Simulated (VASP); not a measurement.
Computed with LDA (Ceperley-Alder, Perdew-Zunger), VASP's LDA PAW potentials (set 64) (plane waves; VASP).

VASP ran on this input.

### KPOINTS
```
k-points along high-symmetry lines
10
Line-mode
Reciprocal
  0.000000   0.000000   0.000000 ! GAMMA
  0.000000   0.500000   0.000000 ! M

  0.000000   0.500000   0.000000 ! M
 -0.333333   0.666667   0.000000 ! K

 -0.333333   0.666667   0.000000 ! K
  0.000000   0.000000   0.000000 ! GAMMA

  0.000000   0.000000   0.000000 ! GAMMA
  0.000000   0.000000   0.500000 ! A

  0.000000   0.000000   0.500000 ! A
  0.000000   0.500000   0.500000 ! L

  0.000000   0.500000   0.500000 ! L
 -0.333333   0.666667   0.500000 ! H

 -0.333333   0.666667   0.500000 ! H
  0.000000   0.000000   0.500000 ! A

  0.000000   0.500000   0.500000 ! L
  0.000000   0.500000   0.000000 ! M

 -0.333333   0.666667   0.500000 ! H
 -0.333333   0.666667   0.000000 ! K
```

File POSCAR:
```
WSe2
1
    1.6280787143    -2.8199147345    -0.0000000000
    1.6280787143     2.8199147345    -0.0000000000
    0.0000000000     0.0000000000    12.8151385257
W Se
2 4
Direct
  0.3333330000   0.6666670000   0.2500000000
  0.6666670000   0.3333330000   0.7500000000
  0.3333330000   0.6666670000   0.8802197506
  0.6666670000   0.3333330000   0.3802197506
  0.6666670000   0.3333330000   0.1197802494
  0.3333330000   0.6666670000   0.6197802494
```

### INCAR
```
SYSTEM = WSe2
PREC = Accurate
ENCUT = 400
EDIFF = 1E-7
NELM = 100
ALGO = Normal
LREAL = .FALSE.
LASPH = .TRUE.
ISMEAR = 0
SIGMA = 0.05
LMAXMIX = 6
LWAVE = .FALSE.
LCHARG = .FALSE.
LORBIT = 11
ICHARG = 11
```

POTCAR, in this order: W_sv Se (LDA.64 set). Program: vasp_std. Read from the step before: CHGCAR.

What VASP printed:

OSZICAR:
```
       N       E                     dE             d eps       ncg     rms          rms(c)
DAV:   1     0.452667896853E+03    0.45267E+03   -0.25218E+04  6324   0.136E+03
DAV:   2    -0.184167178752E+02   -0.47108E+03   -0.46035E+03  6648   0.392E+02
DAV:   3    -0.463917334317E+02   -0.27975E+02   -0.27600E+02  6942   0.869E+01
DAV:   4    -0.471306613302E+02   -0.73893E+00   -0.73654E+00  6854   0.138E+01
DAV:   5    -0.471477286694E+02   -0.17067E-01   -0.17058E-01  7158   0.201E+00
DAV:   6    -0.471481537783E+02   -0.42511E-03   -0.42491E-03  6981   0.318E-01
DAV:   7    -0.471481638252E+02   -0.10047E-04   -0.10046E-04  7161   0.510E-02
DAV:   8    -0.471481640918E+02   -0.26661E-06   -0.26655E-06  6565   0.905E-03
DAV:   9    -0.471481641015E+02   -0.97243E-08   -0.97413E-08  4751   0.178E-03
   1 F= -.47148164E+02 E0= -.47148164E+02  d E =-.977791E-22
```

OUTCAR:
```
 val. band max:        6.6351776139   @ k =   0.0000   0.0000   0.0000

 cond. band min:       7.4751190200   @ k =  -0.1852   0.3704   0.0000



 k-point     1 :       0.0000    0.0000    0.0000
  band No.  band energies     occupation
      1     -67.2179      2.00000
      2     -67.2179      2.00000
      3     -31.7581      2.00000
      4     -31.7581      2.00000
      5     -31.5896      2.00000
      6     -31.5896      2.00000
      7     -31.5896      2.00000
      8     -31.5896      2.00000
      9      -8.8307      2.00000
     10      -8.5406      2.00000
     11      -7.6267      2.00000
     12      -7.1382      2.00000
     13      -0.7009      2.00000
     14       0.5299      2.00000
     15       2.8127      2.00000
     16       3.9141      2.00000
     17       3.9141      2.00000
     18       3.9326      2.00000
     19       3.9326      2.00000
     20       5.0700      2.00000
     21       5.0701      2.00000
     22       5.1313      2.00000
     23       5.1313      2.00000
     24       5.3696      2.00000
     25       5.6397      2.00000
     26       6.6352      2.00000
     27       9.3325      0.00000
     28       9.3371      0.00000
     29       9.3898      0.00000
     30       9.3920      0.00000
     31       9.4383      0.00000

 k-point     2 :       0.0000    0.0556    0.0000
  band No.  band energies     occupation
      1     -67.2175      2.00000
      2     -67.2175      2.00000
      3     -31.7565      2.00000
      4     -31.7565      2.00000
      5     -31.5978      2.00000
      6     -31.5978      2.00000
      7     -31.5915      2.00000
      8     -31.5915      2.00000
      9      -8.7815      2.00000
     10      -8.4915      2.00000
     11      -7.5994      2.00000
     12      -7.1165      2.00000
     13      -0.6378      2.00000
     14       0.5929      2.00000
     15       2.7671      2.00000
     16       3.7633      2.00000
     17       3.7878      2.00000
     18       3.9609      2.00000
...
```

The density is held fixed in this step, so its total energy and stress have no physical meaning. Unless said otherwise, spin-orbit coupling is left out, though it shifts the bands of the heavy elements here.

The compound is WSe2 in the 2H layered structure. It was relaxed first.
